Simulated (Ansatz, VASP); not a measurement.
One calculation of CaW2, two programs

File INCAR:

```
ALGO = Normal
EDIFF = 1E-7
ENCUT = 520
GGA = PE
ISIF = 2
ISMEAR = 0
LASPH = T
LCHARG = F
LREAL = F
LWAVE = F
NBANDS = 26
NELM = 60
PREC = Accurate
SIGMA = 0.1
```

Contents of KPOINTS:

```
k-points
0
Gamma
  6 6 4
```

The input POSCAR:

```
CaW2
1.0
    3.4433935600      0.0000000000      0.0000000000
   -1.7216967800      2.9820663000      0.0000000000
    0.0000000000      0.0000000000      7.4308940300
Ca W
1 2
Direct
    0.0000000000      0.0000000000      0.5000000000
    0.3333333300      0.6666666700      0.8608505500
    0.6666666700      0.3333333300      0.1391494500
```

Input for Ansatz:

```yaml
crystal:
  lattice:
    - [3.44339356, 0.0, 0.0]
    - [-1.72169678, 2.9820663, 0.0]
    - [0.0, 0.0, 7.43089403]
  atoms:
    - { symbol: Ca, position: [0.0, 0.0, 0.5] }
    - { symbol: W, position: [0.33333333, 0.66666667, 0.86085055] }
    - { symbol: W, position: [0.66666667, 0.33333333, 0.13914945] }
basis:
  ecutwfc: 420
kpoints:
  mp_grid: { grid: [6, 6, 4] }
hamiltonian:
  xc: pbe
scf:
  occupations: { method: gaussian, width: 0.1 }
  lower_state_search: "off"
output:
  forces: true
  stress: true
  eigenvalues: true
```

Alike in both runs: task single point; functional PBE; k mesh 6 × 6 × 4; occupations gaussian, width 0.1 eV; no spin polarisation.

```csv
,VASP,Ansatz
version,VASP 6.6.1,Ansatz 0.2.0
potentials or method,"VASP PAW PBE potentials, release 64 (Ca_sv, W_sv)","scalar-relativistic, plane waves, PAW"
plane-wave cutoff (eV),520,420
valence electrons in the cell,38,38
```

Ansatz gave:

* gap on the k mesh at the Fermi level (eV): none
* pressure (GPa): -21.1
* largest component of the traceless stress (GPa): 0.95
* rms of the force components (eV/Å): 2.002

**Question.** What did VASP give for the same quantities?

**Answer.** gap on the k mesh at the Fermi level (eV): none; pressure (GPa): -21.0; largest component of the traceless stress (GPa): 0.93; rms of the force components (eV/Å): 2.002.

Atom by atom the forces differ by 0.000 eV/Å (rms over components). A gap of «none» marks a metal or a gap that the smearing closes. With one functional, cell and mesh, what is left measures potentials, basis and numerics.

Caveats: so large a pressure means that the cell lies far from this level's equilibrium, or that cutoff or potentials fall short (VASP); forces of over 1 eV/Å show positions far from the minimum, so gaps and moduli don't describe the material at rest. Spin-orbit coupling is left out, which matters for the levels of W.
